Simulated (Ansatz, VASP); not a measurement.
# Ge (Germanium) in two plane-wave programs, part 2 of 2

Aim: how closely do two programs agree when they are given the same cell, functional and k mesh? The cell is taken from a series of runs on this material, whose earlier steps may have relaxed, scaled, displaced or heated it; both programs get it as it stands.

VASP 6.6.1 and Ansatz 0.2.0.

So far: The starting structure; VASP: zone-centre phonons, LDA.

## 2. VASP: zone-centre phonons, LDA (continued)

Level of this step: LDA; plane waves and PAW (Ge_d) (VASP).

Numbers of over 12 decimals in the logs are rounded to 6 here.

OUTCAR, selected parts (step 2):

```text
ion  position               nearest neighbor table
   1  0.500  0.500  0.500-   2 2.42   2 2.42   2 2.42   2 2.42
   2  0.750  0.750  0.750-   1 2.42   1 2.42   1 2.42   1 2.42

  LATTYP: Found a trigonal (rhomboedric) cell.
 ALAT       =     3.9480652060
 COS(alpha) =     0.4998750536

 Subroutine GETGRP returns: Found 12 space group operations
 (whereof  6 operations were pure point group operations)

The static configuration has the point symmetry C_3v.
 The point group associated with its full space group is D_3d.

   k-points           NKPTS =   1728   k-points in BZ     NKDIM =   1728   number of bands    NBANDS=     20

   dimension x,y,z NGX =    30 NGY =   30 NGZ =   30
   dimension x,y,z NGXF=    60 NGYF=   60 NGZF=   60

   ENCUT  =  500.0 eV  36.75 Ry    6.06 a.u.   7.20  7.20  7.20*2*pi/ulx,y,z

   NELECT =      28.0000    total number of electrons

 k-points in reciprocal lattice and weights: Points of the shifted mesh
   0.04166667  0.04166667  0.04166667       0.001
   0.04166667  0.04166667  0.12500000       0.001
   0.04166667  0.04166667  0.20833333       0.001
   0.04166667  0.04166667  0.29166667       0.001
   0.04166667  0.04166667  0.37500000       0.001
   0.04166667  0.04166667  0.45833333       0.001
   0.04166667  0.04166667  0.54166667       0.001
   0.04166667  0.04166667  0.62500000       0.001
   0.04166667  0.04166667  0.70833333       0.001
[...]
0.95833333  0.95833333  0.87500000       0.001
   0.95833333  0.95833333  0.95833333       0.001

 average (electrostatic) potential at core
       1 -75.0586       2 -75.0586

  Total        0.4426506      0.4426506      0.4426506     -0.0000255     -0.0000255     -0.0000255
  in kB       16.2949215     16.2949215     16.2949215     -0.0009378     -0.0009378     -0.0009378
  external PRESSURE =      16.2949215 kB  Pullay stress =       0.0000000 kB

  energy-cutoff  :      500.00
  volume of cell :       43.52
      direct lattice vectors                 reciprocal lattice vectors
    -0.000348802  2.791703669  2.791703669    -0.179068541  0.179090917  0.179090917
     2.791703669 -0.000348802  2.791703669     0.179090917 -0.179068541  0.179090917
     2.791703669  2.791703669 -0.000348802     0.179090917  0.179090917 -0.179068541

 POSITION                                       TOTAL-FORCE (eV/Angst)
 -----------------------------------------------------------------------------------
      2.79134      2.79134      2.79134         0.000657      0.000657      0.000657
      4.18748      4.18748      4.18748        -0.000657     -0.000657     -0.000657
 -----------------------------------------------------------------------------------
    total drift:                                0.000000      0.000000      0.000000

 Eigenvectors and eigenvalues of the dynamical matrix
 ----------------------------------------------------

   1 f  =    9.065373 THz    56.959419 2PiTHz  302.388297 cm-1    37.491354 meV
             X         Y         Z           dx          dy          dz
      2.791343  2.791343  2.791343     0.565044   -0.179837   -0.385207
      4.187480  4.187480  4.187480    -0.565044    0.179837    0.385207

   2 f  =    9.065373 THz    56.959419 2PiTHz  302.388297 cm-1    37.491354 meV
             X         Y         Z           dx          dy          dz
      2.791343  2.791343  2.791343     0.118570   -0.548627    0.430057
      4.187480  4.187480  4.187480    -0.118570    0.548627   -0.430057

   3 f  =    9.064119 THz    56.951540 2PiTHz  302.346470 cm-1    37.486168 meV
             X         Y         Z           dx          dy          dz
      2.791343  2.791343  2.791343    -0.408248   -0.408248   -0.408248
      4.187480  4.187480  4.187480     0.408248    0.408248    0.408248

   4 f  =    0.000000 THz     0.000001 2PiTHz    0.000005 cm-1     0.000001 meV
             X         Y         Z           dx          dy          dz
      2.791343  2.791343  2.791343     0.017067   -0.380980    0.595452
      4.187480  4.187480  4.187480     0.017067   -0.380980    0.595452

   5 f/i=    0.000000 THz     0.000000 2PiTHz    0.000002 cm-1     0.000000 meV
             X         Y         Z           dx          dy          dz
      2.791343  2.791343  2.791343     0.705334   -0.030460   -0.039705
      4.187480  4.187480  4.187480     0.705334   -0.030460   -0.039705

   6 f/i=    0.000000 THz     0.000001 2PiTHz    0.000005 cm-1     0.000001 meV
             X         Y         Z           dx          dy          dz
      2.791343  2.791343  2.791343     0.047043    0.594917    0.379289
      4.187480  4.187480  4.187480     0.047043    0.594917    0.379289

 ELASTIC MODULI CONTR FROM IONIC RELAXATION (kBar)
 Direction    XX          YY          ZZ          XY          YZ          ZX
 --------------------------------------------------------------------------------
 XX          -0.0108     -0.0045     -0.0045      0.4508      1.6817      0.2452
 YY          -0.0045     -0.0108     -0.0045      0.2452      0.4508      1.6817
 ZZ          -0.0045     -0.0045     -0.0108      1.6817      0.2452      0.4508
 XY           0.4508      0.2452      1.6817   -288.3704      1.3670      1.3670
 YZ           1.6817      0.4508      0.2452      1.3670   -288.3704      1.3670
 ZX           0.2452      1.6817      0.4508      1.3670      1.3670   -288.3704
 --------------------------------------------------------------------------------
```

## 3. Ansatz: zone-centre phonons, LDA

Ansatz runs on its PAW soft_1 files.

The same cell, functional (in two slightly different forms), mesh and smearing now go to Ansatz, which takes its cutoff from its data sets.

Input file input.yaml:

```yaml
crystal:
  lattice:
    - [-0.0003488024, 2.7917036688, 2.7917036688]
    - [2.7917036688, -0.0003488024, 2.7917036688]
    - [2.7917036688, 2.7917036688, -0.0003488024]
  atoms:
    - { symbol: Ge, position: [0.4999667135, 0.4999667135, 0.4999667135] }
    - { symbol: Ge, position: [0.7500332865, 0.7500332865, 0.7500332865] }
kpoints:
  mp_grid: { grid: [12, 12, 12], shift: [0.5, 0.5, 0.5] }
hamiltonian:
  xc: lda
  pseudopotentials: { kind: paw, azcp: { folder: soft_1 }, xc_functional: pbe }
scf:
  occupations: { method: gaussian, width: 0.015 }
output:
  eigenvalues: true
phonons:
  method: dfpt
```

Command:

```console
$ ansatz run input.yaml --threads 4 --pin off --max-ram 10240MiB --backend cpu --events-out ev --progress --plain --runs-dir out
```

The program printed:

```text
Engine: ansatz 0.2.0, x86_64-unknown-linux-gnu
Pseudopotentials: kind: paw
Pseudopotential: Ge, paw, valence charge 14, recommended cutoff 420 eV (normal), soft_1/Ge.paw.azcp
Functional definition: SPW92
  exchange = slater_x
  correlation = pw_c
Crystal: 2 atoms, lattice volume = 43.523 Å³
Basis set: ecut = 420 eV, 869 PW (Γ), exchange–correlation on 64×64×64 points (8 copies of the dense FFT grid, shifted against one another)
Bands: 18, of which v1, the nominal top of the filled ones, is band 14 counted from 1 (13 counted from 0)
Symmetry: 12 space group operations
k-points: 468 of 1728 (irreducible under 2 space group operations, time reversal used)
Non-local potential: Ge, projectors of the file, l = 0: 2, l = 1: 2, l = 2: 3, l = 3: 1
PAW form: soft (Blöchl's): semilocal exchange-correlation on the pseudo side does not see the compensation charge
PAW frozen core: Ge, regenerated for the run's functional, and the local potential with it (the file was generated under x = pbe(κ = 0.804, μ = 0.219515), c = pbe(β = 0.066725))
PAW one-centre angular grid: Ge, 590 points (default); XC on 64 Gauss nodes
Initial density: superposition of atomic densities (chi_scale 0.1, normalization cell)
Initial wavefunctions: pseudopotential atomic-orbital guess
Functional: x = slater, c = lda
SCF iter   1: F=—  HF=-8431.593715 eV  |F-HF|=—  |Δ(HF+E_count)|=         —  Δρ=3.64e-2  dr2=5.27e-1  ethr=3.10e-3  ⟨swp⟩=6.0  Hψ=39544  notcnv=0
preconditioner: auto → none  [insulator: Δε(μ)=0.373 eV  Ē_g=23.581 eV  σ=0.015 eV  W_gap=1.00  n_scr=14 (ndim 8)  ℏωp=29.8 eV  f_vac=0.000  D(μ)=0.00/eV (n_scr^D=0)  ε∞_Penn≈2.6]
SCF iter   2: F=—  HF=-8431.466415 eV  |F-HF|=—  |Δ(HF+E_count)|=   1.27e-1  Δρ=1.65e-2  dr2=8.57e-2  ethr=1.88e-3  ⟨swp⟩=2.0  Hψ=14040  notcnv=0
SCF iter   3: F=—  HF=-8431.451080 eV  |F-HF|=—  |Δ(HF+E_count)|=   1.53e-2  Δρ=2.49e-3  dr2=6.99e-4  ethr=3.06e-4  ⟨swp⟩=2.0  Hψ=12184  notcnv=0
SCF iter   4: F=—  HF=-8431.451135 eV  |F-HF|=—  |Δ(HF+E_count)|=   5.52e-5  Δρ=4.48e-4  dr2=7.74e-5  ethr=2.50e-6  ⟨swp⟩=2.0  Hψ=16836  notcnv=0
SCF iter   5: F=—  HF=-8431.450942 eV  |F-HF|=—  |Δ(HF+E_count)|=   1.94e-4  Δρ=5.37e-5  dr2=6.93e-7  ethr=2.77e-7  ⟨swp⟩=2.0  Hψ=16620  notcnv=0
SCF iter   6: F=—  HF=-8431.450938 eV  |F-HF|=—  |Δ(HF+E_count)|=   3.70e-6  Δρ=3.27e-5  dr2=2.33e-7  ethr=2.48e-9  ⟨swp⟩=2.0  Hψ=14976  notcnv=0
SCF iter   7: F=—  HF=-8431.450938 eV  |F-HF|=—  |Δ(HF+E_count)|=   2.05e-7  Δρ=3.83e-6  dr2=2.84e-9  ethr=8.34e-10  ⟨swp⟩=2.0  Hψ=14039  notcnv=0
SCF iter   8: F=-8431.450938 eV  HF=-8431.450938 eV  |F-HF|=3.64e-12  |Δ(HF+E_count)|=   2.89e-9  Δρ=1.22e-7  dr2=4.61e-12  ethr=1.00e-12  ⟨swp⟩=4.2  Hψ=45020  notcnv=0
SCF 1 converged in 8 iterations: F = -8431.450938 eV  dr2 = 4.61e-12
  greatest PAW one-centre occupation: 0.998 electrons in one spin orbital (limit 2), on the Ge atom at site 1 (counted from 0), in its partial waves of l = 2
DFPT response loops at Γ: preconditioner auto → none (the input reference at scf.mixing.eps_inf says where Resta's filter doesn't serve); β = 0.50; Broyden in place of MSR1
SCF converged after 8 iterations
Free energy (F): -8431.450938 eV
Harris-Foulkes:  -8431.450938 eV  (|F-HF|=3.64e-12)
Internal energy: -8431.450938 eV  (E = F + TS)
E sigma→0 (E₀):  -8431.450938 eV
Fermi energy:    8.826952 eV
--- Per-component energies (eV) ---
  E_band       = -298.425145
  E_kinetic    = 187.744767
  E_local      = -4454.310464  (includes V_loc(G=0)·N_el)
  E_nonlocal   = 442.396977
  E_hartree    = 2124.507766
  E_xc         = -143.476663
  E_vxc        = -132.097846  (∫ρ·V_xc dr)
  E_paw        = -3869.352630  (= ΣΔE_a)
  E_vpaw       = -591.174248  (= ΣTr[D̂ρ^β])
  E_aug_tail   = 0.000018  (compensation charges beyond the density's cutoff)
  E_ewald      = -2722.777362
  E_core_change = 3.816653  (= ΣΔE_core)
  E_smearing   = -0.000000  (= −TS)
  E_closure    = -0.000000  (closes the sum)
  Σ components = -8431.450938   (vs F -8431.450938, Δ=0.00e0)
--- Band table (eV; the first three rows and the last of 468) ---
  k-point 0: bands = [... 10 lower, -4.3373, 8.0704, 8.7107, 8.7107, 9.4783, 11.3686, 11.3686, 11.3938]
  k-point 1: bands = [... 10 lower, -4.2203, 6.8548, 8.2081, 8.6330, 10.0315, 11.4916, 11.5843, 12.1582]
  k-point 2: bands = [... 10 lower, -3.9316, 5.2346, 7.7497, 8.2975, 9.9232, 11.9265, 12.1999, 13.3411]
  k-point 467: bands = [... 10 lower, -2.1662, 0.9483, 7.0432, 7.2467, 9.1962, 12.4321, 12.5924, 15.8715]
--- Phonons (Γ-DFPT): 1 representative perturbation + reference, on 468 of 1728 k-points (Σ response iterations 3) ---
  k mesh reduced under 2 symmetry operations, with k and −k counted as one. Each operation leaves every solved perturbation unchanged. A smaller set is not used because it would not reduce the number of displacements times k-points to solve
  ASR residual: 5.445e-5 → 0.000e0 eV/Å²; symmetrization residual: 2.019e-12 eV/Å²
  ASR residual per site (eV/Å²): 5.45e-5 5.45e-5
  Γ frequencies (cm⁻¹): 0.00 0.00 0.00 300.37 300.39 300.39
  non-analytic LO–TO correction: not included (Born effective charges unavailable; polar crystals: no LO–TO splitting at Γ)
```

Reading the cycles: dr2 is the Hartree energy of the density residual (eV), the measure of convergence; HF is the Harris–Foulkes estimate of the energy, which meets the free energy F at convergence.

## 4. Comparison

Known differences besides the potentials themselves: the two LDA forms differ slightly; the cutoff is 420 eV in Ansatz and 500 eV in VASP; VASP's log shows a relativistic correction to its local exchange, Ansatz's none. Total energies have different zeros and are not compared.

Compared:

```tsv
quantity	Ansatz	VASP	difference
optical mode 1 to 3 (cm⁻¹)	300.4	302.3	-0.65 %
```

Modes are paired by rising frequency, not by their patterns, so a pair may set unlike modes beside each other; they are those without the splitting of longitudinal modes.

## 5. Summary of results

| Property | Result |
| --- | --- |
| r.m.s. difference of the optical zone-centre modes, each program's sorted by frequency (zone-centre phonons, LDA) | 2.0 cm⁻¹ |
| difference in optical mode 1 to 3 (zone-centre phonons, LDA) | -0.7 % |

**Reading.** The r.m.s. difference of the optical zone-centre modes, each program's sorted by frequency is 2.0 cm⁻¹ (zone-centre phonons, LDA). Among the rows given in per cent, the largest difference of the zone-centre phonons, LDA pair is in optical mode 1 to 3, -0.7 %. Such differences can come from data sets, numerical settings and the points named under the comparisons, not from the functional's error against experiment.

[Lines on the potential files, build, host, timing and source positions are cut from VASP's logs without a mark.]

[Logs are printed without paths, hosts, clocks, repeated set-up lines and the standing remarks that a program may print on its own settings, such as how far it seeks lower states.]

[Hosts, paths, dates, database ids (printed as entryN), source tags and the programs' standing remarks are cut or masked in the printed files.]
